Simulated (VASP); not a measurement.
An input for Ansatz (written as the equivalent of a VASP run, and not itself run):

Ansatz 0.2 input:
```yaml
crystal:
  lattice:
    - [3.4245504, 0.0000000, 0.0000000]
    - [-1.7122752, 2.9657463, 0.0000000]
    - [0.0000000, 0.0000000, 6.0149619]
  atoms:
    - { symbol: B, position: [0.0000000, 0.0000000, 0.0000000] }
    - { symbol: B, position: [0.0000000, 0.0000000, 0.5000000] }
    - { symbol: Bi, position: [0.3333330, 0.6666670, 0.2500000] }
    - { symbol: Bi, position: [0.6666670, 0.3333330, 0.7500000] }
kpoints:
  mp_grid: { grid: [10, 10, 5] }
hamiltonian:
  xc: pbesol
  pseudopotentials: { kind: paw }
scf:
  occupations: { method: methfessel_paxton, width: 0.1 }
  max_iter: 100
relax:
  max_steps: 40
  f_tol: 0.02
  cell: { p_target: 20 }
output: { forces: true, stress: true, eigenvalues: true }
```

Write the VASP files for the same calculation (PBEsol).

One answer among several that fit: 
**INCAR**
```
LMAXMIX = 4
ISIF = 3   ! ions, shape and volume
GGA = PS
IBRION = 2   ! conjugate gradients
PREC = Accurate
NELM = 100
LCHARG = .FALSE.
LASPH = .TRUE.   ! aspherical one-centre terms
ENCUT = 620   ! plane-wave cut-off (eV)
SIGMA = 0.1   ! width (eV)
ALGO = Normal
SYSTEM = BBi
EDIFF = 1E-6   ! SCF stop (eV)
ISMEAR = 1   ! Methfessel-Paxton
NSW = 40   ! most ionic steps
PSTRESS = 200   ! kbar
EDIFFG = -0.02   ! ionic stop
LREAL = .FALSE.
LWAVE = .FALSE.
```

**KPOINTS**
```
Automatic
0
Gamma
 10 10 5
0 0 0
```

### POSCAR
```
BBi
1
    3.4245503636    -0.0000000000    -0.0000000000
   -1.7122751819     2.9657463276     0.0000000000
   -0.0000000000     0.0000000000     6.0149619310
B Bi
2 2
Direct
  0.0000000000   0.0000000000   0.0000000000
  0.0000000000   0.0000000000   0.5000000000
  0.3333330000   0.6666670000   0.2500000000
  0.6666670000   0.3333330000   0.7500000000
```

POTCAR, in this order: B Bi_d (PBE.64 set). Program: vasp_std.

Limits of the translation: each code has its own PAW files, so the cut-off isn't converted (ENCUT is set for VASP's; basis.ecutwfc is left out, and Ansatz then takes the one that its files recommend); Ansatz stops its SCF on the density residual and VASP on the energy change (EDIFF).

The structure was generated: BBi was put into the NiAs type type (P6_3/mmc), which need not be its known phase. It was relaxed first under an external pressure of 20 GPa.
